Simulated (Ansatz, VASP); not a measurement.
# Cross-check of Ta2SO3 (1T-TaO2 under 2H-TaOS, AC) between VASP and Ansatz

Wanted: the spread between two codes on one cell, functional and k mesh. Of the first pair: The structure shown is the start of the Ansatz relaxation below; VASP solves that cell, so the two are compared at the walk's first step.

Main program and level: Ansatz 0.2.0; plane waves, with VASP 6.6.1 beside it; single point at PBE with D3(BJ).

### 1. The starting structure

The cell holds 6 atoms: 3 O, 2 Ta and 1 S. Its edges and angles: a = 3.183 Å, b = 3.183 Å, c = 47.971 Å, α = 90.0°, β = 90.0°, γ = 120.0°. Vacuum lies along c.

### 2. Ansatz: relaxation, PBE with D3(BJ)

Ansatz runs on its default PAW (the set named soft_2) files.

The two programs are compared at the cell with which this relaxation starts, whose forces are those of its first step.

Contents of input.yaml:

```yaml
crystal:
  lattice:
    - [3.183275, 0.0, 0.0]
    - [-1.5916375, 2.7567970172, 0.0]
    - [0.0, 0.0, 47.970746467]
  atoms:
    - { symbol: O, position: [0.6666666667, 0.3333333333, 0.411709249] }
    - { symbol: Ta, position: [0.0, 0.0, 0.437272429], spin: 1.0 }
    - { symbol: O, position: [0.3333333333, 0.6666666667, 0.4628356091] }
    - { symbol: S, position: [0.0, 0.0, 0.5243314209] }
    - { symbol: Ta, position: [0.6666666667, 0.3333333333, 0.5626837765], spin: 1.0 }
    - { symbol: O, position: [0.0, 0.0, 0.588290751] }
  periodic: [true, true, false]
magnetization:
  spin_polarized: true
kpoints:
  mp_grid: { grid: [12, 12, 1] }
hamiltonian:
  xc: pbe
  dispersion: d3bj
scf:
  occupations: { method: fermi_dirac, width: 0.05 }
  convergence: { dr2_threshold: 1.0e-09 }
relax:
  f_tol: 0.004
  max_steps: 90
  cell: {}
output:
  write_potential: true
  write_density: true
  volumetric_format: npy
```

Launch:

```sh
ansatz run input.yaml --threads 4 --pin off --max-ram 6144MiB --backend cpu --events-out ev --progress --plain --runs-dir out
```

Numbers of over 12 decimals in the logs are rounded to 6 here.

Output:

```text
Warning: relax.cell: scf.convergence.dr2_threshold = 1e-9 eV is looser than the 1.75866190498e-10 eV advised for a relaxation that steers and ends on the stress (1e-10 eV for each atom of the cell: 6, times the square of relax.cell.stress_2d_tol = 0.05 N/m over 18.5 Å (the atoms' height at the walk's start and 5 Å past either face), 2.707e-2 GPa, over a crystal's default 0.05). What an SCF threshold leaves in a stress goes as its square root, and in the free energy as the threshold itself, and one threshold admits the most on a small cell: [figures from the program's tests cut] Set scf.convergence.dr2_threshold to 1.75866190498e-10 eV or tighter. [rest of the remark cut]
Engine: ansatz 0.2.0, x86_64-unknown-linux-gnu
Pseudopotentials: kind: paw
Pseudopotential: O, paw, valence charge 6, recommended cutoff 420 eV (normal), O.paw.azcp
Pseudopotential: Ta, paw, valence charge 13, recommended cutoff 420 eV (normal), Ta.paw.azcp
Pseudopotential: S, paw, valence charge 6, recommended cutoff 420 eV (normal), S.paw.azcp
Functional definition: PBE
  parameter kappa = 0.804
  parameter beta = 0.066725
  exchange = pbe_x(kappa = kappa, mu = beta*pi^2/3)
  correlation = pbe_c(beta = beta)
Crystal: 6 atoms, lattice volume = 420.974 Å³
Basis set: ecut = 420 eV, 8273 PW (Γ), exchange–correlation on 48×48×648 points (8 copies of the dense FFT grid, shifted against one another)
Bands: 32, of which v1, the nominal top of the filled ones, is band 25 counted from 1 (24 counted from 0)
Symmetry: 6 space group operations
Space group: P3m1 (ITA 156), of the structure as read, at distance tolerance 7.5e-5 Å
Magnetic group: BNS 156.49 (UNI 1279), of the structure as read, at distance tolerance 7.5e-5 Å
k-points: 19 of 144 (time reversal used)
Non-local potential: O, projectors of the file, l = 0: 2, l = 1: 2, l = 2: 1
Non-local potential: Ta, projectors of the file, l = 0: 3, l = 1: 2, l = 2: 2, l = 3: 1
Non-local potential: S, projectors of the file, l = 0: 2, l = 1: 2, l = 2: 2
PAW form: soft (Blöchl's): semilocal exchange-correlation on the pseudo side does not see the compensation charge
PAW one-centre angular grid: O, 110 points (default); XC on 64 Gauss nodes
PAW one-centre angular grid: Ta, 590 points (default); XC on 64 Gauss nodes
PAW one-centre angular grid: S, 110 points (default); XC on 64 Gauss nodes
Starting moments: Σ|m| = 2 μB on 2 of 6 sites
Initial wavefunctions: pseudopotential atomic-orbital guess
Functional: x = pbe(κ = 0.804, μ = 0.219515), c = pbe(β = 0.066725)
SCF iter   1: F=—  HF=-22477.250919 eV  |F-HF|=—  |Δ(HF+E_count)|=         —  Δρ=3.29e-2 (↑3.29e-2 ↓3.02e-2)  dr2=2.79e1  dr2_m=7.86e-2  M=1.220 μB ∫|m|=1.290 μB  β_m=0.30  ethr=3.10e-3  ⟨swp⟩=12.9  Hψ=8259  notcnv=0
Mixer restart at iter 1: flushing history
preconditioner: auto → LDOS  [metal: Δε(μ)=0.033 eV  Ē_g=10.899 eV  σ=0.050 eV  W_gap=0.16  n_scr=28 (ndim 8)  ℏωp=10.6 eV  f_vac=0.756  D(μ)=3.44/eV (n_scr^D=18)]
spin=Collinear: LDOS preconditioning applied to the charge; magnetization (m = ρ↑ − ρ↓) channel mixes plain (no charge-response kernel on spin).
SCF iter   2: F=—  HF=-22474.489837 eV  |F-HF|=—  |Δ(HF+E_count)|=    2.76e0  Δρ=1.99e-2 (↑1.99e-2 ↓1.79e-2)  dr2=1.11e1  dr2_m=3.89e-2  M=1.214 μB ∫|m|=1.275 μB  β_m=0.52  ethr=3.10e-3  ⟨swp⟩=4.1  Hψ=2902  notcnv=0  defer=44
SCF iter   3: F=—  HF=-22473.130671 eV  |F-HF|=—  |Δ(HF+E_count)|=    1.36e0  Δρ=3.86e-3 (↑3.73e-3 ↓3.86e-3)  dr2=1.48e-1  dr2_m=4.53e-3  M=1.157 μB ∫|m|=1.195 μB  β_m=0.62  ethr=3.10e-3  ⟨swp⟩=5.0  Hψ=3507  notcnv=0  defer=46
SCF iter   4: F=—  HF=-22473.176351 eV  |F-HF|=—  |Δ(HF+E_count)|=         —  Δρ=1.95e-3 (↑1.95e-3 ↓1.38e-3)  dr2=3.48e-2  dr2_m=7.46e-3  M=0.991 μB ∫|m|=1.014 μB  β_m=0.62  ethr=2.97e-4  ⟨swp⟩=4.3  Hψ=3067  notcnv=0  defer=48
SCF iter   5: F=—  HF=-22473.182087 eV  |F-HF|=—  |Δ(HF+E_count)|=   5.74e-3  Δρ=9.35e-4 (↑9.35e-4 ↓9.14e-4)  dr2=3.22e-3  dr2_m=2.88e-3  M=0.957 μB ∫|m|=0.974 μB  β_m=0.81  ethr=6.95e-5  ⟨swp⟩=3.3  Hψ=2296  notcnv=0  defer=46
SCF iter   6: F=—  HF=-22473.185822 eV  |F-HF|=—  |Δ(HF+E_count)|=   3.74e-3  Δρ=4.57e-4 (↑3.29e-4 ↓4.57e-4)  dr2=4.60e-3  dr2_m=5.23e-4  M=0.896 μB ∫|m|=0.909 μB  β_m=0.85  ethr=6.44e-6  ⟨swp⟩=3.2  Hψ=2877  notcnv=0  defer=46
[...]
iter 1 solved again at ethr=1.22e-7 eV; its pass at ethr=3.10e-3 eV (dr2=6.11e-5 eV) is discarded
SCF iter   1: F=—  HF=-22474.499715 eV  |F-HF|=—  |Δ(HF+E_count)|=         —  Δρ=2.49e-6 (↑2.49e-6 ↓2.40e-6)  dr2=1.71e-8  dr2_m=6.30e-11  M=0.900 μB ∫|m|=0.907 μB  β_m=0.65  ethr=1.22e-7  ⟨swp⟩=6.9  Hψ=16211  notcnv=0
eigensolver tolerance schedule: the retry pair's looser diagonalisation over-reported the residual by 3571.12 of it (diagonalisation noise at 0.16 of the residual, at the tolerance the schedule requests for it); recorded, not acted on — ethr = c·dr2/N_el stays at c = 1.0e-1
preconditioner: auto → LDOS  [metal: Δε(μ)=0.066 eV  Ē_g=10.686 eV  σ=0.050 eV  W_gap=0.32  n_scr=26 (ndim 8)  ℏωp=10.8 eV  f_vac=0.777  D(μ)=4.27/eV (n_scr^D=20)]
spin=Collinear: LDOS preconditioning applied to the charge; magnetization (m = ρ↑ − ρ↓) channel mixes plain (no charge-response kernel on spin).
SCF iter   2: F=—  HF=-22474.499906 eV  |F-HF|=—  |Δ(HF+E_count)|=   1.91e-4  Δρ=9.14e-7 (↑9.14e-7 ↓8.76e-7)  dr2=5.64e-9  dr2_m=2.34e-11  M=0.900 μB ∫|m|=0.907 μB  β_m=0.50  ethr=3.42e-11  ⟨swp⟩=6.4  Hψ=5125  notcnv=0
SCF iter   3: F=—  HF=-22474.499906 eV  |F-HF|=—  |Δ(HF+E_count)|=   2.04e-8  Δρ=4.64e-7 (↑4.64e-7 ↓4.47e-7)  dr2=8.48e-10  dr2_m=5.70e-12  M=0.900 μB ∫|m|=0.907 μB  β_m=0.66  ethr=1.13e-11  ⟨swp⟩=3.2  Hψ=2209  notcnv=0
SCF iter   4: F=-22474.499906 eV  HF=-22474.499906 eV  |F-HF|=1.91e-9  |Δ(HF+E_count)|=  1.16e-10  Δρ=6.88e-8 (↑6.88e-8 ↓6.26e-8)  dr2=6.21e-11  dr2_m=2.89e-13  M=0.900 μB ∫|m|=0.907 μB  ethr=1.70e-12  ⟨swp⟩=16.6  Hψ=12004  notcnv=0
SCF 10 converged in 4 iterations: F = -22474.499906 eV  dr2 = 6.21e-11
relax step  10: F+E_penalty+E_count = -22474.49990606 eV  Δ(F+E_penalty+E_count) = +3.400e-4 eV  max|allowed force component| = 1.292e-3 eV/Å  Δτ_max = 0.0000 Å  P = -0.006 N/m  Ω = 398.609 Å³  fix = [c, alpha, beta]  reactions: c -0.000 N/m  stress off target by 5.52e-3 N/m on what of the cell is left free  SCF on the basis re-selected at this cell (its energy is not comparable with the rows above)  (4 SCF iters)
basis re-selected at this cell: Δ(F+E_penalty+E_count) = +3.400e-4 eV, ΔP = -0.005 N/m vs the last step (what re-selecting the basis moved, of the pressure what is left beyond the Pulay correction that the steps carried, after the strain that the cell walked since its last selection, with what the two solves' SCF thresholds leave and, on support functions, any second-order correction that the steps lacked; it is no m [...]
WARN: The output density's exchange-correlation potential varies sharply where the density is thin. Do not read a vacuum level from v_tot or v_xc, or from such a field of the output density. On a cell that repeats whose density bears no net charge and no dipole along the vacuum's axis use v_es (v_loc + v_h of the components); under efield.dipole_correction with no amplitude use v_es + v_field, which holds any externa [...]
SCF converged after 4 iterations
Magnetization: 0.8998 μB (25.4499 up, 24.5501 down)
Absolute magnetization: 0.9070 μB (∫|ρ↑−ρ↓|, with the PAW one-centre terms)
Spin contamination: 0.0036 ħ² per cell (⟨S²⟩ above its minimum at these occupations)
Per-site moments (μB) at R_I (Å): [(0.018982, 0.863095), (0.137516, 0.858143), (0.018615, 0.858143), (0.019455, 1.009114), (0.166111, 0.863480), (0.062096, 0.863480)]
Free energy (F): -22474.499906 eV
Harris-Foulkes:  -22474.499906 eV  (|F-HF|=1.91e-9)
Internal energy: -22474.464910 eV  (E = F + TS)
E sigma→0 (E₀):  -22474.482408 eV
Entropy (-TS):   -0.034996 eV (-5.833 meV/atom)
Fermi energy:    -5.375703 eV
--- Per-component energies (eV) ---
  E_band       = -1242.871286
  E_kinetic    = 1364.237914
  E_local      = -239978.723462  (includes V_loc(G=0)·N_el)
  E_nonlocal   = 200.508176
  E_hartree    = 119143.308797
  E_xc         = -755.486054
  E_vxc        = -778.042928  (∫ρ·V_xc dr)
  E_paw        = -17867.291511  (= ΣΔE_a)
  E_vpaw       = -337.476422  (= ΣTr[D̂ρ^β])
  E_aug_tail   = 0.007691  (compensation charges beyond the density's cutoff)
  E_ewald      = 115420.311218
  E_disp       = -1.337680  (pairwise vdW)
  E_smearing   = -0.034996  (= −TS)
  E_closure    = -0.000000  (closes the sum)
  Σ components = -22474.499906   (vs F -22474.499906, Δ=0.00e0)
--- Forces (eV/Å), atoms counted from 1 ---
  atom   1  O      0.00000000     0.00000000     0.00041166
  atom   2  Ta     0.00000000    -0.00000000    -0.00129114
  atom   3  O      0.00000000    -0.00000000     0.00041661
  atom   4  S      0.00000000    -0.00000000    -0.00112996
  atom   5  Ta     0.00000000    -0.00000000     0.00062912
  atom   6  O      0.00000000    -0.00000000     0.00096667
  max |Σ_I F_I| component: 2.95e-6 eV/Å
--- 2D stress c σ (N/m, compression-positive) ---
       -0.005517       0.000000       0.000000
        0.000000      -0.005517      -0.000000
        0.000000      -0.000000      -0.000000
  P = ½ c Tr σ = -0.0055 N/m
--- Band table (eV; the first three rows and the last of 38) ---
  k-point 0 ↑: bands = [... 21 lower, -8.0735, -6.6483, -6.6483, -5.5220, -5.5220, -4.3225, -3.8942, -2.3977, ... 3 higher]
  k-point 1 ↑: bands = [... 21 lower, -8.0266, -6.9902, -6.7462, -5.5191, -5.3271, -4.4240, -3.8396, -2.3188, ... 3 higher]
  k-point 2 ↑: bands = [... 21 lower, -8.2336, -7.5107, -6.9438, -5.5708, -4.9032, -4.8516, -3.7607, -2.3612, ... 3 higher]
  k-point 18 ↓: bands = [... 21 lower, -9.8348, -9.0010, -7.7144, -4.9882, -4.7018, -3.8900, -3.8123, -2.4821, ... 3 higher]
  the weakly bound empty levels are not read free of the cell's end (no_gap_told)
--- Relaxed structure (8 steps of the walk, 8 accepted, 2 SCFs on fresh bases) ---
  F+E_penalty+E_count = -22474.49990606 eV   max|allowed force component| = 1.292e-3 eV/Å   (the final SCF, on the basis selected at the relaxed cell)
  cell:  # Å, volume = 398.6086 Å³
    - [3.097560, 0, 0]
    - [-1.548780, 2.682566, 0]
    - [0, 0, 47.970746467]
  atoms:
    - { symbol: O, position: [0.666667, 0.333333, 0.419636] }
    - { symbol: Ta, position: [-1.6892396761649774e-17, -9.1131707493639e-18, 0.442277] }
    - { symbol: O, position: [0.333333, 0.666667, 0.464432] }
    - { symbol: S, position: [-1.8985296891868654e-17, -1.3298971009801632e-17, 0.522836] }
    - { symbol: Ta, position: [0.666667, 0.333333, 0.557632] }
    - { symbol: O, position: [-2.107311534635374e-17, -1.7474607918771816e-17, 0.580311] }
```

Reading the cycles: dr2 is the Hartree energy of the density residual (eV), the measure of convergence; HF is the Harris–Foulkes estimate of the energy, which meets the free energy F at convergence.

(Continued in part 2 of 2.)

[Lines on the potential files, build, host, timing and source positions are cut from VASP's logs without a mark.]

[Logs are printed without paths, hosts, clocks, repeated set-up lines and the standing remarks that a program may print on its own settings, such as how far it seeks lower states.]

[Hosts, paths, dates, database ids (printed as entryN), source tags and the programs' standing remarks are cut or masked in the printed files.]
